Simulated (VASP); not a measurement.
# Band gap of Tellurium: cutoff, mesh and cell

How far does the LDA gap of Tellurium depend on cutoff, mesh and cell? The starting structure is a measured crystal structure from the Crystallography Open Database. Cell and atoms stay as given unless a step says otherwise.

Main program and level: VASP 6.6.1; Kohn-Sham DFT with plane waves and PAW; LDA.

The database entry behind the starting cell differs from later determinations by our own check (inner coordinate of an old entry), so it need not match the best structure at ambient conditions.

### 1. The starting structure

Symmetry: P3_121, No. 152, trigonal system. The conventional cell has a = 4.454 Å, b = 4.454 Å, c = 5.924 Å, α = 90.00°, β = 90.00°, γ = 120.00°. Nearest to Te lie 2 Te at 2.86 Å.

### 2. Reference bands

Input file INCAR:

```
SYSTEM = Te
PREC = Accurate
ENCUT = 350
EDIFF = 1E-06
NELM = 100
ISMEAR = 0
SIGMA = 0.03
LREAL = .FALSE.
ALGO = Normal
GGA = CA
NBANDS = 22
LORBIT = 11
LWAVE = .FALSE.
LCHARG = .FALSE.
KPAR = 4
```

Input file POSCAR:

```
Te
1.0
    4.4540000000      0.0000000000      0.0000000000
   -2.2270000000      3.8572771485      0.0000000000
    0.0000000000      0.0000000000      5.9240000000
Te
3
Direct
    0.7310000000      0.7310000000      0.0000000000
    0.0000000000      0.2690000000      0.6666666667
    0.2690000000      0.0000000000      0.3333333333
```

Input file KPOINTS:

```
Automatic mesh
0
Gamma
6 6 4
0 0 0
```

Input file KPOINTS_OPT:

```
Line mode
10
Line-mode
Reciprocal
  0.00000000   0.00000000   0.00000000 GAMMA
  0.50000000   0.00000000   0.00000000 M

  0.50000000   0.00000000   0.00000000 M
  0.33333333   0.33333333   0.00000000 K

  0.33333333   0.33333333   0.00000000 K
  0.00000000   0.00000000   0.00000000 GAMMA

  0.00000000   0.00000000   0.00000000 GAMMA
  0.00000000   0.00000000   0.50000000 A

  0.00000000   0.00000000   0.50000000 A
  0.50000000   0.00000000   0.50000000 L

  0.50000000   0.00000000   0.50000000 L
  0.33333333   0.33333333   0.50000000 H

  0.33333333   0.33333333   0.50000000 H
  0.00000000   0.00000000   0.50000000 A

  0.50000000   0.00000000   0.50000000 L
  0.50000000   0.00000000   0.00000000 M

  0.33333333   0.33333333   0.00000000 K
  0.33333333   0.33333333   0.50000000 H
```

Potentials, in the order of the species: Te (LDA family, release 64).

On the command line:

```bash
mpirun -np 4 vasp_std
```

Log:

```text
[banner, memory and clock lines left out]
running    4 mpi-ranks, on    1 nodes
 distrk:  each k-point on    1 cores,    4 groups
 distr:  one band on    1 cores,    1 groups

 POSCAR found type information on POSCAR Te
 POSCAR found :  1 types and       3 ions
 LDA part: xc-table for (Slater(with rela. corr.)+CA(PZ))
 , standard interpolation
 POSCAR, INCAR and KPOINTS ok, starting setup
 FFT: planning ... GRIDC
 FFT: planning ... GRID_SOFT
 FFT: planning ... GRID
 WAVECAR not read
 entering main loop
       N       E                     dE             d eps       ncg     rms          rms(c)
DAV:   1     0.552442757967E+02    0.55244E+02   -0.49022E+03  1056   0.474E+02
DAV:   2    -0.752465376409E+01   -0.62769E+02   -0.59685E+02  1402   0.986E+01
DAV:   3    -0.113223085418E+02   -0.37977E+01   -0.37676E+01  1312   0.248E+01
DAV:   4    -0.113937443602E+02   -0.71436E-01   -0.71428E-01  1346   0.404E+00
DAV:   5    -0.113947461196E+02   -0.10018E-02   -0.10018E-02  1346   0.414E-01    0.121E+01
DAV:   6    -0.113570591780E+02    0.37687E-01   -0.14895E-02  1248   0.561E-01    0.762E+00
DAV:   7    -0.113433529464E+02    0.13706E-01   -0.36991E-02  1308   0.805E-01    0.321E-01
DAV:   8    -0.113424406843E+02    0.91226E-03   -0.59465E-03  1218   0.344E-01    0.145E-01
DAV:   9    -0.113424582409E+02   -0.17557E-04   -0.20289E-04  1278   0.706E-02    0.711E-02
DAV:  10    -0.113424550688E+02    0.31721E-05   -0.18639E-05  1308   0.193E-02    0.111E-02
DAV:  11    -0.113424548590E+02    0.20978E-06   -0.14548E-06   958   0.615E-03
   1 F= -.11342455E+02 E0= -.11342445E+02  d E =-.187864E-04
 Start KPOINTS_OPT (optional k-point list driver)
k-point batch [1-24\90]
       N       E                     dE             ncg
DAV:   1     0.154828933832E+04   -0.65521E+04     1056
DAV:   2     0.104870703768E+03   -0.14434E+04     1406
DAV:   3     0.199682486563E+02   -0.84902E+02     1302
DAV:   4     0.183178117505E+02   -0.16504E+01     1408
DAV:   5     0.182994379804E+02   -0.18374E-01     1386
DAV:   6     0.182986289603E+02   -0.80902E-03     1472
DAV:   7     0.182986230720E+02   -0.58883E-05     1252
DAV:   8     0.182986228545E+02   -0.21750E-06      872
[...]
k-point batch [73-90\90]
       N       E                     dE             ncg
DAV:   1     0.286569959558E+04   -0.67246E+04      792
DAV:   2     0.176287549112E+04   -0.11028E+04     1094
DAV:   3     0.170239915054E+04   -0.60476E+02      996
DAV:   4     0.170119979344E+04   -0.11994E+01     1058
DAV:   5     0.170118150958E+04   -0.18284E-01     1044
DAV:   6     0.170118067806E+04   -0.83152E-03     1100
DAV:   7     0.170118067661E+04   -0.14450E-05      926
DAV:   8     0.170118067658E+04   -0.31455E-07      658
```

It took 35 s on 4 MPI ranks of AMD EPYC 7R43, shared host; peak memory 0.55 GiB; 2.2 min of CPU time.

The logs omit lines about the potential files and the build; timing stands in the text.

OUTCAR, selected parts (step 2):

```text
ion  position               nearest neighbor table
   1  0.731  0.731  0.000-   3 2.86   2 2.86   3 3.47   2 3.47   2 3.47   3 3.47
   2  0.000  0.269  0.667-   1 2.86   3 2.86   1 3.47   1 3.47   3 3.47   3 3.47
   3  0.269  0.000  0.333-   1 2.86   2 2.86   1 3.47   1 3.47   2 3.47   2 3.47

  LATTYP: Found a hexagonal cell.
 ALAT       =     4.4540000000
 C/A-ratio  =     1.3300404131

 Subroutine GETGRP returns: Found  6 space group operations
 (whereof  2 operations were pure point group operations)

The static configuration has the point symmetry C_2 .
 The point group associated with its full space group is D_3 .

 Found     24 irreducible k-points:

   k-points           NKPTS =     24   k-points in BZ     NKDIM =     24   number of bands    NBANDS=     22

   dimension x,y,z NGX =    28 NGY =   28 NGZ =   36
   dimension x,y,z NGXF=    56 NGYF=   56 NGZF=   72

   ENCUT  =  350.0 eV  25.72 Ry    5.07 a.u.   6.79  6.79  9.04*2*pi/ulx,y,z

   NELECT =      18.0000    total number of electrons

 k-points in reciprocal lattice and weights: Automatic mesh
   0.00000000  0.00000000  0.00000000       0.007
   0.16666667  0.00000000  0.00000000       0.042
   0.33333333  0.00000000  0.00000000       0.042
   0.50000000  0.00000000  0.00000000       0.021
   0.16666667  0.16666667  0.00000000       0.042
   0.33333333  0.16666667  0.00000000       0.083
   0.33333333  0.33333333  0.00000000       0.014
   0.00000000  0.00000000  0.25000000       0.014
   0.16666667  0.00000000  0.25000000       0.042
[...]
0.33333333  0.16666667  0.50000000       0.083
   0.33333333  0.33333333  0.50000000       0.014

 average (electrostatic) potential at core
       1 -89.8555       2 -89.8555       3 -89.8555

 E-fermi :   5.8651

 k-point     1 :       0.0000    0.0000    0.0000
  band No.  band energies     occupation
    ...
      5       3.0461      2.00000
      6       3.0461      2.00000
      7       4.1282      2.00000
      8       4.1282      2.00000
      9       4.9684      2.00000
     10       6.7767      0.00000
     11       6.7767      0.00000
     12       7.3674      0.00000
     13      10.6961      0.00000
     14      10.6961      0.00000
    ...

 k-point     2 :       0.1667    0.0000    0.0000
  band No.  band energies     occupation
    ...
      5       2.3265      2.00000
      6       2.6929      2.00000
      7       4.5681      2.00000
      8       4.8957      2.00000
      9       5.0472      2.00000
     10       6.5596      0.00000
     11       6.6737      0.00000
     12       7.2173      0.00000
     13      10.0825      0.00000
     14      10.6959      0.00000
    ...

 k-point     3 :       0.3333    0.0000    0.0000
  band No.  band energies     occupation
    ...
      5       1.5998      2.00000
      6       2.2033      2.00000
      7       3.4236      2.00000
      8       4.8477      2.00000
      9       5.0041      2.00000
     10       6.6010      0.00000
     11       6.7577      0.00000
     12       8.5248      0.00000
     13       9.0508      0.00000
     14      11.6406      0.00000
    ...

  Total       -1.1685950     -1.1685950     -1.1560418      0.0000000      0.0000000      0.0000000
  in kB      -18.3962166    -18.3962166    -18.1986011      0.0000000      0.0000000      0.0000000
  external PRESSURE =     -18.3303448 kB  Pullay stress =       0.0000000 kB

  energy-cutoff  :      350.00
  volume of cell :      101.78
      direct lattice vectors                 reciprocal lattice vectors
     4.454000000  0.000000000  0.000000000     0.224517288  0.129625117  0.000000000
    -2.227000000  3.857277149  0.000000000     0.000000000  0.259250233  0.000000000
     0.000000000  0.000000000  5.924000000     0.000000000  0.000000000  0.168804862

 POSITION                                       TOTAL-FORCE (eV/Angst)
 -----------------------------------------------------------------------------------
      1.62794      2.81967      0.00000        -0.037814     -0.065496     -0.000000
     -0.59906      1.03761      3.94933        -0.037814      0.065496      0.000000
      1.19813      0.00000      1.97467         0.075628      0.000000     -0.000000
 -----------------------------------------------------------------------------------
    total drift:                                0.000000     -0.000000      0.000000

  FREE ENERGIE OF THE ION-ELECTRON SYSTEM (eV)
  ---------------------------------------------------
  free  energy   TOTEN  =       -11.3424548590 eV

  energy  without entropy=      -11.3424360727  energy(sigma->0) =      -11.34244547

 total charge
# of ion       s       p       d       tot
------------------------------------------
    1        1.440   1.819   0.045   3.304
    2        1.440   1.819   0.045   3.304
    3        1.440   1.819   0.045   3.304
--------------------------------------------------
tot          4.320   5.458   0.134   9.913

[... 3 further parts left out ...]
```

Spin-orbit coupling is off here; with elements this heavy it can split and shift levels by tenths of an eV.

The reference gap is 0.101 eV.

### 3. Bands with cell and atoms relaxed by LDA

Against step 2 the input has another starting structure. The cell comes from a relaxation at this level, not shown (94.21 Å³).

INCAR is that of step 2.

Input file POSCAR:

```
Te
1.0
    4.2748428365      0.0000000000      0.0000000000
   -2.1374214182      3.7021224936      0.0000000000
    0.0000000000      0.0000000000      5.9526203277
Te
3
Direct
    0.7146796390      0.7146796390      0.0000000000
    0.0000000000      0.2853203610      0.6666666667
    0.2853203610      0.0000000000      0.3333333333
```

KPOINTS is that of step 2.

KPOINTS_OPT is that of step 2.

On the command line:

```bash
mpirun -np 4 vasp_std
```

Log:

```text
[... set-up lines as in an earlier step ...]
 entering main loop
       N       E                     dE             d eps       ncg     rms          rms(c)
DAV:   1     0.541417296935E+02    0.54142E+02   -0.48983E+03  1056   0.478E+02
DAV:   2    -0.785470267023E+01   -0.61996E+02   -0.58945E+02  1376   0.991E+01
DAV:   3    -0.113714580848E+02   -0.35168E+01   -0.34894E+01  1324   0.242E+01
DAV:   4    -0.114325450838E+02   -0.61087E-01   -0.61079E-01  1258   0.379E+00
[...]
DAV:   9    -0.113993531509E+02   -0.37960E-05   -0.13368E-04  1318   0.516E-02    0.823E-02
DAV:  10    -0.113993513482E+02    0.18028E-05   -0.59500E-06  1250   0.116E-02    0.187E-02
DAV:  11    -0.113993508535E+02    0.49469E-06   -0.12101E-06   852   0.537E-03
   1 F= -.11399351E+02 E0= -.11399104E+02  d E =-.493102E-03
 Start KPOINTS_OPT (optional k-point list driver)
k-point batch [1-24\90]
       N       E                     dE             ncg
DAV:   1     0.190692390911E+04   -0.62680E+04     1056
DAV:   2     0.442050879382E+03   -0.14649E+04     1410
DAV:   3     0.358892123820E+03   -0.83159E+02     1312
DAV:   4     0.357420163472E+03   -0.14720E+01     1390
DAV:   5     0.357393245233E+03   -0.26918E-01     1410
DAV:   6     0.357392312706E+03   -0.93253E-03     1430
DAV:   7     0.357392289459E+03   -0.23247E-04     1284
DAV:   8     0.357392288377E+03   -0.10826E-05      936
DAV:   9     0.357392288329E+03   -0.47779E-07      918
[...]
k-point batch [73-90\90]
       N       E                     dE             ncg
DAV:   1     0.314587927867E+04   -0.69231E+04      792
DAV:   2     0.207049665400E+04   -0.10754E+04     1030
DAV:   3     0.201433735396E+04   -0.56159E+02      998
DAV:   4     0.201333866940E+04   -0.99868E+00     1028
DAV:   5     0.201331020494E+04   -0.28464E-01     1052
DAV:   6     0.201330897400E+04   -0.12309E-02     1116
DAV:   7     0.201330895496E+04   -0.19033E-04     1052
DAV:   8     0.201330895412E+04   -0.84428E-06      764
```

Run time: 40 s. Hardware: 4 MPI ranks; peak memory 0.55 GiB; 2.6 min of CPU time.

OUTCAR, selected parts (step 3):

```text
  Total       -0.0082547     -0.0082547     -0.0046635     -0.0000000      0.0000000     -0.0000000
  in kB       -0.1403885     -0.1403885     -0.0793128     -0.0000000      0.0000000     -0.0000000
  external PRESSURE =      -0.1200299 kB  Pullay stress =       0.0000000 kB

 POSITION                                       TOTAL-FORCE (eV/Angst)
 -----------------------------------------------------------------------------------
      1.52757      2.64583      0.00000         0.002811      0.004869      0.000000
     -0.60985      1.05629      3.96841         0.002811     -0.004869      0.000000
      1.21970      0.00000      1.98421        -0.005623     -0.000000     -0.000000
 -----------------------------------------------------------------------------------
    total drift:                                0.000000     -0.000000      0.000000

  FREE ENERGIE OF THE ION-ELECTRON SYSTEM (eV)
  ---------------------------------------------------
  free  energy   TOTEN  =       -11.3993508535 eV

  energy  without entropy=      -11.3988577511  energy(sigma->0) =      -11.39910430

[... 1 part as in an earlier step ...]

[... 2 further parts left out ...]
[key lines of the parts left out:]
E-fermi :   6.8304
```

With cell and atoms relaxed by LDA there is no gap to read, since by its occupations the run counts as a metal (its levels may still leave one).

### 4. Bands with no band path

Against step 2 the input has no band path (also changed: NBANDS).

INCAR: that of step 3 with these lines changed.

```diff
@@ -10,3 +10,3 @@
 GGA = CA
-NBANDS = 22
+NBANDS = 15
 LORBIT = 11
```

Input file POSCAR:

```
Te
1.0
    4.4540000000      0.0000000000      0.0000000000
   -2.2270000000      3.8572771485      0.0000000000
    0.0000000000      0.0000000000      5.9240000000
Te
3
Direct
    0.7310000000      0.7310000000      0.0000000000
    0.0000000000      0.2690000000      0.6666666667
    0.2690000000      0.0000000000      0.3333333333
```

KPOINTS is that of step 3.

On the command line:

```bash
mpirun -np 4 vasp_std
```

Log:

```text
[... set-up lines as in an earlier step ...]
 entering main loop
       N       E                     dE             d eps       ncg     rms          rms(c)
DAV:   1     0.592380510984E+02    0.59238E+02   -0.51335E+03   720   0.693E+02
DAV:   2    -0.736751451452E+01   -0.66606E+02   -0.63628E+02   952   0.123E+02
DAV:   3    -0.113175319142E+02   -0.39500E+01   -0.39351E+01   832   0.345E+01
DAV:   4    -0.113936361001E+02   -0.76104E-01   -0.76097E-01  1072   0.572E+00
[...]
DAV:   9    -0.113424592631E+02   -0.20692E-04   -0.22368E-04   979   0.105E-01    0.776E-02
DAV:  10    -0.113424555653E+02    0.36978E-05   -0.22154E-05   888   0.295E-02    0.858E-03
DAV:  11    -0.113424548657E+02    0.69956E-06   -0.34032E-06   916   0.114E-02
   1 F= -.11342455E+02 E0= -.11342445E+02  d E =-.187635E-04
```

Wall time 11 s (4 MPI ranks); peak memory 0.46 GiB; 39 s of CPU time.

OUTCAR, selected parts (step 4):

```text
  Total       -1.1681726     -1.1681726     -1.1557404      0.0000000      0.0000000     -0.0000000
  in kB      -18.3895662    -18.3895662    -18.1938562      0.0000000      0.0000000     -0.0000000
  external PRESSURE =     -18.3243295 kB  Pullay stress =       0.0000000 kB

 POSITION                                       TOTAL-FORCE (eV/Angst)
 -----------------------------------------------------------------------------------
      1.62794      2.81967      0.00000        -0.037764     -0.065409      0.000000
     -0.59906      1.03761      3.94933        -0.037764      0.065409      0.000000
      1.19813      0.00000      1.97467         0.075527      0.000000     -0.000000
 -----------------------------------------------------------------------------------
    total drift:                                0.000000     -0.000000      0.000000

  FREE ENERGIE OF THE ION-ELECTRON SYSTEM (eV)
  ---------------------------------------------------
  free  energy   TOTEN  =       -11.3424548657 eV

  energy  without entropy=      -11.3424361023  energy(sigma->0) =      -11.34244548

[... 1 part as in an earlier step ...]

[... 2 further parts left out ...]
[key lines of the parts left out:]
E-fermi :   5.8650
```

With no band path the gap is 0.113 eV, +0.012 eV from the reference, read on the mesh alone.

### 5. Bands with a cutoff of 500 eV

Against step 2 the input has ENCUT = 500.

INCAR: that of step 4 with these lines changed.

```diff
@@ -2,3 +2,3 @@
 PREC = Accurate
-ENCUT = 350
+ENCUT = 500
 EDIFF = 1E-06
@@ -10,3 +10,3 @@
 GGA = CA
-NBANDS = 15
+NBANDS = 22
 LORBIT = 11
```

POSCAR is that of step 4.

KPOINTS is that of step 4.

KPOINTS_OPT is that of step 3.

On the command line:

```bash
mpirun -np 4 vasp_std
```

Log:

```text
[... set-up lines as in an earlier step ...]
 entering main loop
       N       E                     dE             d eps       ncg     rms          rms(c)
DAV:   1     0.680237556204E+02    0.68024E+02   -0.60168E+03  1056   0.630E+02
DAV:   2    -0.629160872327E+01   -0.74315E+02   -0.70301E+02  1382   0.111E+02
DAV:   3    -0.113006634778E+02   -0.50091E+01   -0.49670E+01  1286   0.293E+01
DAV:   4    -0.113929870786E+02   -0.92324E-01   -0.92305E-01  1296   0.464E+00
[...]
DAV:   9    -0.113428005355E+02   -0.18042E-04   -0.22227E-04  1310   0.715E-02    0.819E-02
DAV:  10    -0.113427997981E+02    0.73740E-06   -0.12184E-05  1388   0.162E-02    0.180E-02
DAV:  11    -0.113427993009E+02    0.49716E-06   -0.14975E-06  1136   0.584E-03
   1 F= -.11342799E+02 E0= -.11342790E+02  d E =-.188192E-04
 Start KPOINTS_OPT (optional k-point list driver)
k-point batch [1-24\90]
       N       E                     dE             ncg
DAV:   1     0.183296643043E+04   -0.78787E+04     1056
DAV:   2     0.129546100052E+03   -0.17034E+04     1366
DAV:   3     0.203027030713E+02   -0.10924E+03     1302
DAV:   4     0.182611412678E+02   -0.20416E+01     1422
DAV:   5     0.182159882074E+02   -0.45153E-01     1362
DAV:   6     0.182141401839E+02   -0.18480E-02     1480
DAV:   7     0.182140915342E+02   -0.48650E-04     1312
DAV:   8     0.182140890476E+02   -0.24866E-05     1046
DAV:   9     0.182140889611E+02   -0.86537E-07      918
[...]
k-point batch [73-90\90]
       N       E                     dE             ncg
DAV:   1     0.332582511798E+04   -0.80224E+04      792
DAV:   2     0.208057854414E+04   -0.12452E+04     1024
DAV:   3     0.200241058588E+04   -0.78168E+02     1004
DAV:   4     0.200093044419E+04   -0.14801E+01     1052
DAV:   5     0.200090142663E+04   -0.29018E-01     1014
DAV:   6     0.200090007947E+04   -0.13472E-02     1134
DAV:   7     0.200090006357E+04   -0.15899E-04      952
DAV:   8     0.200090006280E+04   -0.77968E-06      762
```

The job ended after 56 s (4 MPI ranks; peak memory 0.74 GiB; 3.7 min of CPU time).

[end of part 1 of 2]

[Lines on the potential files, build, host, timing and source positions are cut from VASP's logs without a mark.]

[Logs are printed without paths, hosts, clocks, repeated set-up lines and the standing remarks that a program may print on its own settings, such as how far it seeks lower states.]

[Hosts, paths, dates, database ids (printed as entryN), source tags and the programs' standing remarks are cut or masked in the printed files.]
